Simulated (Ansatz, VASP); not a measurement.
# SrC2 in two plane-wave programs, part 2 of 2

Wanted: the spread between two codes on one cell, functional and k mesh. The structure shown is frame 20 of Ansatz's trajectory.

VASP 6.6.1 and Ansatz 0.2.0.

So far: The starting structure; Ansatz: dynamics, r2SCAN.

**3. VASP: single point, r2SCAN**

Level of this step: r2SCAN; plane waves and PAW (Sr_sv, C) (VASP).

The same cell, functional, mesh and smearing now go to VASP, with its own data sets.

Lines of VASP's logs that name or quote its potential files are left out, and so is its time.

Contents of INCAR:

```
SYSTEM = SrC2
PREC = Accurate
ENCUT = 580
EDIFF = 1E-06
NELM = 120
ISMEAR = -1
SIGMA = 0.05
LREAL = .FALSE.
ALGO = Normal
METAGGA = R2SCAN
LASPH = .TRUE.
NBANDS = 96
LORBIT = 11
LWAVE = .FALSE.
LCHARG = .FALSE.
ISIF = 2
GGA_COMPAT = .FALSE.
EFERMI = MIDGAP
LMIXTAU = .TRUE.
KPAR = 4
```

Contents of POSCAR:

```
SrC2
1.0
   -7.0455000000      0.0000000000      0.0000000000
   -2.2746643701     -4.4681000000      7.3391832627
   -2.2746643701      4.4681000000      7.3391832627
Sr C
8 16
Direct
    0.0051377257      0.4692267296      0.2810545759
    0.9974812168      0.9681014598      0.7829155866
    0.5010771927      0.2160208904      0.5332754281
    0.5008232592      0.7155175804      0.0341955420
    0.9960628115      0.5302032267      0.7203498214
    0.9992147029      0.0330905335      0.2131769237
    0.5003642029      0.2813206473      0.9681810577
    0.5025718636      0.7843401169      0.4667653088
    0.2282041181      0.6053507246      0.9519875501
    0.2229298053      0.1156814054      0.4497211539
    0.7383826666      0.3612195680      0.2040673109
    0.7239717535      0.8601034516      0.7013704331
    0.7758528058      0.8007525251      0.1347463927
    0.7758438254      0.3058482374      0.6319065172
    0.2756222921      0.5526019814      0.3924016725
    0.2799086332      0.0461870234      0.8956590585
    0.7687389160      0.3966641664      0.0496139661
    0.7856022056      0.8947856235      0.5484970445
    0.2802785143      0.1330153270      0.3015093177
    0.2861601360      0.6364390226      0.8006647562
    0.2267433271      0.1971950224      0.8602831359
    0.2225231447      0.7062395059      0.3571143744
    0.7230959821      0.9547570696      0.1018318889
    0.7221199453      0.4541771546      0.6087589679
```

Contents of KPOINTS:

```
Automatic mesh
0
Gamma
2 2 2
0 0 0
```

Potentials, in the order of the species: Sr_sv and C (PBE family, release 64).

Started as:

```
$ mpirun -np 4 vasp_std
```

Numbers of over 12 decimals in the logs are rounded to 6 here.

The log of the run:

```text
[banner, memory and clock lines left out]
running    4 mpi-ranks, on    1 nodes
 distrk:  each k-point on    1 cores,    4 groups
 distr:  one band on    1 cores,    1 groups

 POSCAR found type information on POSCAR SrC
 POSCAR found :  2 types and      24 ions
|                                                                             |
|               ----> ADVICE to this user running VASP <----                  |
|                                                                             |
|     You have a (more or less) 'large supercell' and for larger cells it     |
|     might be more efficient to use real-space projection operators.         |
|     Therefore, try LREAL= Auto in the INCAR file.                           |
|     Mind: For very accurate calculation, you might also keep the            |
|     reciprocal projection scheme (i.e. LREAL=.FALSE.).                      |
|                                                                             |

|                                                                             |
|               ----> ADVICE to this user running VASP <----                  |
|                                                                             |
|     You enforced a specific xc type in the INCAR file but a different       |
|     [... a line on the potential file left out ...]
|     I HOPE YOU KNOW WHAT YOU ARE DOING!                                     |
|                                                                             |

 LDA part: xc-table for (None), standard interpolation
 POSCAR, INCAR and KPOINTS ok, starting setup
 FFT: planning ... GRIDC
 FFT: planning ... GRID_SOFT
 FFT: planning ... GRID
 WAVECAR not read
 entering main loop
       N       E                     dE             d eps       ncg     rms          rms(c)
DAV:   1     0.777660970427E+03    0.77766E+03   -0.74671E+04  1544   0.152E+03
DAV:   2    -0.244767406280E+03   -0.10224E+04   -0.97200E+03  1888   0.339E+02
DAV:   3    -0.340409994606E+03   -0.95643E+02   -0.94890E+02  1984   0.857E+01
DAV:   4    -0.346113904325E+03   -0.57039E+01   -0.56881E+01  2504   0.205E+01
DAV:   5    -0.346518864989E+03   -0.40496E+00   -0.40483E+00  2288   0.351E+00    0.373E+01
DAV:   6    -0.298272635061E+03    0.48246E+02   -0.63935E+01  1864   0.199E+01    0.305E+01
DAV:   7    -0.274044728803E+03    0.24228E+02   -0.99283E+00  1896   0.108E+01    0.128E+01
DAV:   8    -0.294433176235E+03   -0.20388E+02   -0.15751E+01  1808   0.100E+01    0.119E+01
DAV:   9    -0.287643613593E+03    0.67896E+01   -0.44983E+00  1672   0.854E+00    0.324E+00
DAV:  10    -0.281945516800E+03    0.56981E+01   -0.37450E+00  1720   0.768E+00    0.351E+00
DAV:  11    -0.282469074650E+03   -0.52356E+00   -0.47699E-01  1688   0.265E+00    0.116E+00
DAV:  12    -0.282273485457E+03    0.19559E+00   -0.12109E-01  1736   0.151E+00    0.987E-01
DAV:  13    -0.282369576289E+03   -0.96091E-01   -0.52711E-02  1808   0.855E-01    0.341E-01
DAV:  14    -0.282453618697E+03   -0.84042E-01   -0.16265E-02  1728   0.585E-01    0.232E-01
DAV:  15    -0.282479111416E+03   -0.25493E-01   -0.53653E-03  1904   0.363E-01    0.148E-01
DAV:  16    -0.282488469023E+03   -0.93576E-02   -0.50487E-03  1664   0.338E-01    0.152E-01
DAV:  17    -0.282490132333E+03   -0.16633E-02   -0.73732E-04  2112   0.118E-01    0.357E-02
DAV:  18    -0.282490264617E+03   -0.13228E-03   -0.18086E-04  1872   0.475E-02    0.206E-02
DAV:  19    -0.282490290431E+03   -0.25814E-04   -0.30403E-05  2056   0.170E-02    0.176E-02
DAV:  20    -0.282490311613E+03   -0.21183E-04   -0.45208E-05  1712   0.322E-02    0.244E-02
DAV:  21    -0.282490319988E+03   -0.83750E-05   -0.17898E-05  1680   0.190E-02    0.105E-02
DAV:  22    -0.282490322041E+03   -0.20525E-05   -0.15779E-06  1168   0.523E-03    0.616E-03
DAV:  23    -0.282490322511E+03   -0.47032E-06   -0.33150E-07   960   0.198E-03
   1 F= -.28249032E+03 E0= -.28249032E+03  d E =-.308488E-11
```

Parts of OUTCAR (step 3):

```text
ion  position               nearest neighbor table
   1  0.005  0.469  0.281-  11 2.67  15 2.75   9 2.76  13 2.80  10 2.92  14 2.93  24 3.04  19 3.07
                            22 3.29  17 3.32   4 4.13   3 4.16   4 4.18   5 4.18   3 4.21   6 4.22
   2  0.997  0.968  0.783-  12 2.74  10 2.80  16 2.80  14 2.82  13 2.92  23 2.96   9 3.01  20 3.08
                            18 3.23  21 3.30   6 4.14   3 4.15   4 4.16   3 4.18   5 4.20   4 4.20
   3  0.501  0.216  0.533-  10 2.74  14 2.74  11 2.81  15 2.81  12 2.95  16 2.98  18 3.00  21 3.00
                            19 3.31  24 3.31   2 4.15   8 4.16   1 4.16   7 4.18   2 4.18   1 4.21
   4  0.501  0.716  0.034-  13 2.73   9 2.75  16 2.76  12 2.79  17 2.94  15 2.96  11 2.98  22 3.01
                            20 3.27  23 3.28   1 4.13   2 4.16   7 4.18   1 4.18   8 4.18   2 4.20
   5  0.996  0.530  0.720-  24 2.73  17 2.77  21 2.81  20 2.82  18 2.97  22 3.01  12 3.02  15 3.02
                            14 3.28   9 3.32   7 4.14   8 4.15   1 4.18   7 4.19   2 4.20   8 4.23
   6  0.999  0.033  0.213-  22 2.75  23 2.76  18 2.77  19 2.78  21 2.94  16 2.97  11 3.00  17 3.01
                            13 3.30  10 3.36   7 4.14   2 4.14   8 4.15   7 4.17   8 4.21   1 4.22
   7  0.500  0.281  0.968-  23 2.74  17 2.75  21 2.75  19 2.78  20 2.92  24 2.97   9 2.98  14 3.06
                            16 3.27  11 3.41   5 4.14   6 4.14   6 4.17   4 4.18   3 4.18   5 4.19
   8  0.503  0.784  0.467-  24 2.76  22 2.77  20 2.78  18 2.81  19 2.90  23 3.00  13 3.04  10 3.05
                            15 3.29  12 3.29   6 4.15   5 4.15   3 4.16   4 4.18   6 4.21   5 4.23
   9  0.228  0.605  0.952-  20 1.21   4 2.75   1 2.76   7 2.98   2 3.01   5 3.32
  10  0.223  0.116  0.450-  19 1.22   3 2.74   2 2.80   1 2.92   8 3.05   6 3.36
  11  0.738  0.361  0.204-  17 1.22   1 2.67   3 2.81   4 2.98   6 3.00   7 3.41
  12  0.724  0.860  0.701-  18 1.22   2 2.74   4 2.79   3 2.95   5 3.02   8 3.29
  13  0.776  0.801  0.135-  23 1.22   4 2.73   1 2.80   2 2.92   8 3.04   6 3.30
  14  0.776  0.306  0.632-  24 1.20   3 2.74   2 2.82   1 2.93   7 3.06   5 3.28
  15  0.276  0.553  0.392-  22 1.22   1 2.75   3 2.81   4 2.96   5 3.02   8 3.29
  16  0.280  0.046  0.896-  21 1.19   4 2.76   2 2.80   6 2.97   3 2.98   7 3.27
  17  0.769  0.397  0.050-  11 1.22   7 2.75   5 2.77   4 2.94   6 3.01   1 3.32
  18  0.786  0.895  0.548-  12 1.22   6 2.77   8 2.81   5 2.97   3 3.00   2 3.23
  19  0.280  0.133  0.302-  10 1.22   6 2.78   7 2.78   8 2.90   1 3.07   3 3.31
  20  0.286  0.636  0.801-   9 1.21   8 2.78   5 2.82   7 2.92   2 3.08   4 3.27
  21  0.227  0.197  0.860-  16 1.19   7 2.75   5 2.81   6 2.94   3 3.00   2 3.30
  22  0.223  0.706  0.357-  15 1.22   6 2.75   8 2.77   4 3.01   5 3.01   1 3.29
  23  0.723  0.955  0.102-  13 1.22   7 2.74   6 2.76   2 2.96   8 3.00   4 3.28
  24  0.722  0.454  0.609-  14 1.20   5 2.73   8 2.76   7 2.97   1 3.04   3 3.31

  LATTYP: Found a base centered monoclinic cell.
 ALAT       =    15.3672000000
 B/A-ratio  =     0.5815112708
 C/A-ratio  =     0.4584764954
 COS(beta)  =    -0.2960414871

 Subroutine GETGRP returns: Found  1 space group operations
 (whereof  1 operations were pure point group operations)

The static configuration has the point symmetry C_1 .

 Found      8 irreducible k-points:

   k-points           NKPTS =      8   k-points in BZ     NKDIM =      8   number of bands    NBANDS=     96

   dimension x,y,z NGX =    56 NGY =   70 NGZ =   70
   dimension x,y,z NGXF=   112 NGYF=  140 NGZF=  140

   ENCUT  =  580.0 eV  42.63 Ry    6.53 a.u.  13.84 17.45 17.45*2*pi/ulx,y,z

   NELECT =     144.0000    total number of electrons

 k-points in reciprocal lattice and weights: Automatic mesh
   0.00000000  0.00000000  0.00000000       0.125
   0.50000000  0.00000000  0.00000000       0.125
   0.00000000  0.50000000 -0.00000000       0.125
   0.00000000 -0.00000000  0.50000000       0.125
   0.50000000  0.50000000 -0.00000000       0.125
   0.50000000 -0.00000000  0.50000000       0.125
   0.00000000  0.50000000  0.50000000       0.125
   0.50000000  0.50000000  0.50000000       0.125

 average (electrostatic) potential at core
       1 -43.0408       2 -43.2487       3 -43.1848       4 -43.0553       5 -43.2376
       6 -43.1131       7 -43.1137       8 -43.1803       9 -53.4429      10 -53.4786
      11 -53.5058      12 -53.4931      13 -53.5641      14 -53.4093      15 -53.4676
      16 -53.4319      17 -53.5158      18 -53.5128      19 -53.4762      20 -53.4579
      21 -53.4307      22 -53.4503      23 -53.5632      24 -53.3978

 E-fermi :   1.3615

 k-point     1 :       0.0000    0.0000    0.0000
  band No.  band energies     occupation
    ...
     68      -0.2716      2.00000
     69      -0.2358      2.00000
     70      -0.2156      2.00000
     71      -0.1938      2.00000
     72      -0.0872      2.00000
     73       2.7335      0.00000
     74       4.0352      0.00000
     75       4.7414      0.00000
     76       4.8065      0.00000
     77       4.8405      0.00000
    ...

 k-point     2 :       0.5000    0.0000    0.0000
  band No.  band energies     occupation
    ...
     68      -0.3223      2.00000
     69      -0.2389      2.00000
     70      -0.1917      2.00000
     71      -0.1624      2.00000
     72      -0.1454      2.00000
     73       3.5089      0.00000
     74       3.5340      0.00000
     75       3.9529      0.00000
     76       3.9752      0.00000
     77       4.8288      0.00000
    ...

 k-point     3 :       0.0000    0.5000   -0.0000
  band No.  band energies     occupation
    ...
     68      -0.2935      2.00000
     69      -0.1853      2.00000
     70      -0.1606      2.00000
     71      -0.0678      2.00000
     72      -0.0247      2.00000
     73       3.9979      0.00000
     74       4.0774      0.00000
     75       4.5564      0.00000
     76       4.5912      0.00000
     77       4.7487      0.00000
    ...

  Total        1.2263681     12.9846738     21.7251654     -0.4171198     -1.8310349      0.1970103
  in kB        4.2522519     45.0224574     75.3288336     -1.4463019     -6.3488456      0.6831043
  external PRESSURE =      41.5345143 kB  Pullay stress =       0.0000000 kB

  energy-cutoff  :      580.00
  volume of cell :      462.07
      direct lattice vectors                 reciprocal lattice vectors
    -7.045500000  0.000000000  0.000000000    -0.141934568  0.000000000 -0.043990386
    -2.274664370 -4.468100000  7.339183263     0.000000000 -0.111904389  0.068127472
    -2.274664370  4.468100000  7.339183263     0.000000000  0.111904389  0.068127472

 POSITION                                       TOTAL-FORCE (eV/Angst)
 -----------------------------------------------------------------------------------
     -1.74284     -0.84077      5.50645        -0.007904      0.057667      0.115294
    -11.01073     -0.82743     12.85103        -0.136546     -0.180219     -0.054852
     -5.23474      1.41752      5.49922        -0.072380     -0.130717      0.090290
     -5.23390     -3.04421      5.50228         0.026930     -0.074237     -0.020641
     -9.86235      0.84959      9.17804        -0.205355     -0.050807      0.013293
     -7.60014      0.80464      1.80740        -0.147151      0.066745      0.146202
     -6.36751      3.06896      9.17032         0.065106     -0.076915     -0.018367
     -6.38672     -1.41896      9.18209         0.051548      0.073824     -0.014116
     -5.15023      1.54881     11.42959         0.551549      2.845852      2.878163
     -2.85675      1.49252      4.14959         0.306650      2.213820      2.398363
     -6.48811     -0.70217      4.14874         0.213760      2.239940      1.921185
     -8.65257     -0.70923     11.45994         0.498524      2.357704      2.148018
     -7.59422     -2.97578      6.86580        -0.357647      1.978541     -1.676681
     -7.59929      1.45686      6.88235        -0.478430      3.552737     -3.633158
     -4.09146     -0.71579      6.93555        -0.416136      2.529763     -2.369201
     -4.11448      3.79553      6.91238        -0.488367      3.971724     -3.972413
     -6.43128     -1.55065      3.27532         0.012228     -2.128230     -2.169932
     -8.81794     -1.54725     10.59252        -0.323052     -2.333661     -2.267855
     -2.96310      0.75285      3.18906        -0.335775     -2.215706     -2.389388
     -5.28507      0.73378     10.54717        -0.337635     -3.006571     -2.821707
     -4.00293      2.96274      7.76103         0.676912     -4.124696      3.950955
     -3.98656     -1.55993      7.80415         0.351208     -2.392901      2.272449
     -7.49796     -3.81095      7.75450         0.171355     -1.819653      1.802259
     -7.50552      0.69069      7.80108         0.380611     -3.354004      3.671840
 -----------------------------------------------------------------------------------
    total drift:                               -0.000021      0.000072     -0.000088

  FREE ENERGIE OF THE ION-ELECTRON SYSTEM (eV)
  ---------------------------------------------------
  free  energy   TOTEN  =      -282.4903225111 eV

  energy  without entropy=     -282.4903225111  energy(sigma->0) =     -282.49032251

 total charge
# of ion       s       p       d       tot
------------------------------------------
    1        2.006   5.883   0.166   8.055
    2        2.004   5.879   0.155   8.038
    3        2.005   5.880   0.158   8.043
    4        2.006   5.883   0.164   8.053
    5        2.005   5.879   0.155   8.038
    6        2.006   5.882   0.162   8.049
    7        2.006   5.882   0.163   8.051
    8        2.005   5.880   0.158   8.042
    9        0.956   1.653   0.000   2.609
   10        0.955   1.638   0.000   2.593
   11        0.955   1.636   0.000   2.591
   12        0.954   1.640   0.000   2.593
   13        0.953   1.630   0.000   2.583
   14        0.959   1.662   0.000   2.621
   15        0.954   1.640   0.000   2.594
   16        0.961   1.670   0.000   2.631
   17        0.953   1.639   0.000   2.592
   18        0.953   1.636   0.000   2.589
   19        0.954   1.638   0.000   2.592
   20        0.956   1.646   0.000   2.602
   21        0.960   1.674   0.000   2.634
   22        0.955   1.639   0.000   2.594
   23        0.953   1.633   0.000   2.585
   24        0.960   1.665   0.000   2.624
--------------------------------------------------
tot         31.332  73.386   1.281 105.999

[... 3 further parts left out ...]
```

The run ends at a pressure of 4.15 GPa, with forces up to 5.8 eV/Å.

**4. Differences**

Known differences besides the potentials themselves: VASP keeps PBE cores, Ansatz makes them for the functional; the cutoff is 500 eV in Ansatz and 580 eV in VASP. Total energies have different zeros and are not compared.

Forces on 7 of the 24 atoms, those with the largest forces and the largest differences (eV/Å; atoms numbered as in POSCAR):

```tsv
atom	Ansatz x, y, z	VASP x, y, z
C9	0.521, 2.702, 2.725	0.552, 2.846, 2.878
C14	-0.455, 3.404, -3.462	-0.478, 3.553, -3.633
C15	-0.392, 2.385, -2.226	-0.416, 2.530, -2.369
C16	-0.461, 3.806, -3.806	-0.488, 3.972, -3.972
C20	-0.310, -2.860, -2.669	-0.338, -3.007, -2.822
C21	0.649, -3.956, 3.785	0.677, -4.125, 3.951
C24	0.357, -3.208, 3.501	0.381, -3.354, 3.672
```

The forces differ by 99 meV/Å r.m.s., which is 5.4 % of the r.m.s. force of 1.852 eV/Å (both taken over all components).

**5. What came out**

```
r.m.s. force difference (single point, r2SCAN) : 5.4 % of the r.m.s. force
```

What this shows: The r.m.s. force difference is 5.4 % of the r.m.s. force (single point, r2SCAN), beyond the 3 % picked in this series as the mark of a large difference. What causes the difference of the single point, r2SCAN pair stays open here. Such differences can come from data sets, numerical settings and the points named under the comparisons, not from the functional's error against experiment.

[Lines on the potential files, build, host, timing and source positions are cut from VASP's logs without a mark.]

[Logs are printed without paths, hosts, clocks, repeated set-up lines and the standing remarks that a program may print on its own settings, such as how far it seeks lower states.]

[Hosts, paths, dates, database ids (printed as entryN), source tags and the programs' standing remarks are cut or masked in the printed files.]
